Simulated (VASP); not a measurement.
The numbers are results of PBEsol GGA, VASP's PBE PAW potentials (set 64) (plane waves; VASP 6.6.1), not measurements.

The input files of a VASP run:

INCAR:
```
# general
SYSTEM  = Cd3MgO4
PREC    = Accurate
ENCUT   = 520
LREAL   = .FALSE.
LASPH   = .TRUE.

# electronic loop
EDIFF   = 1E-6
NELM    = 100
ALGO    = Normal
LMAXMIX = 4

# smearing
ISMEAR  = 0
SIGMA   = 0.05

# functional
GGA     = PS

# ions
IBRION  = 2
NSW     = 60
ISIF    = 3
EDIFFG  = -0.01

# output
LWAVE   = .FALSE.
LCHARG  = .FALSE.
```

### POSCAR
```
Cd3MgO4
1
    0.0000000000     2.2887500000     2.2887500000
    2.2887500000     0.0000000000     2.2887500000
    9.1550000000     9.1550000000     0.0000000000
Mg O Cd
1 4 3
Direct
  0.0000000000   0.0000000000   0.0000000000
  0.5000000000   0.5000000000   0.1250000000
  0.5000000000   0.5000000000   0.3750000000
  0.5000000000   0.5000000000   0.6250000000
  0.5000000000   0.5000000000   0.8750000000
  0.0000000000   0.0000000000   0.2500000000
  0.0000000000   0.0000000000   0.5000000000
  1.0000000000   1.0000000000   0.7500000000
```

### KPOINTS
```
Automatic mesh
0
Gamma
9 9 3
0 0 0
```

POTCAR, in this order: Mg O Cd (PBE.64 set). Program: vasp_std.

Q: Predict the energy per atom (σ→0), volume per atom.

A: 
```yaml
energy per atom (σ→0): -4.714 eV/atom
volume_per_atom: 12.12 Å^3/atom
```

OSZICAR:
```
...
  10 F= -.37715790E+02 E0= -.37715790E+02  d E =-.103600E-01
       N       E                     dE             d eps       ncg     rms          rms(c)
DAV:   1    -0.377166379305E+02   -0.84790E-03   -0.55116E-02  4218   0.177E+00    0.208E-01
DAV:   2    -0.377159100957E+02    0.72783E-03   -0.31392E-03  4758   0.461E-01    0.834E-02
DAV:   3    -0.377158446232E+02    0.65473E-04   -0.17339E-04  4581   0.143E-01    0.759E-02
DAV:   4    -0.377158349782E+02    0.96449E-05   -0.23839E-05  4864   0.348E-02    0.314E-02
DAV:   5    -0.377158346083E+02    0.36991E-06   -0.28868E-06  3956   0.173E-02
  11 F= -.37715835E+02 E0= -.37715834E+02  d E =-.447241E-04
```

The structure was generated: Cd3MgO4 was put into an ordered model structure (R-3m), which need not be its known phase. This run relaxes it. Symmetry was kept, so distortions that lower it aren't found.
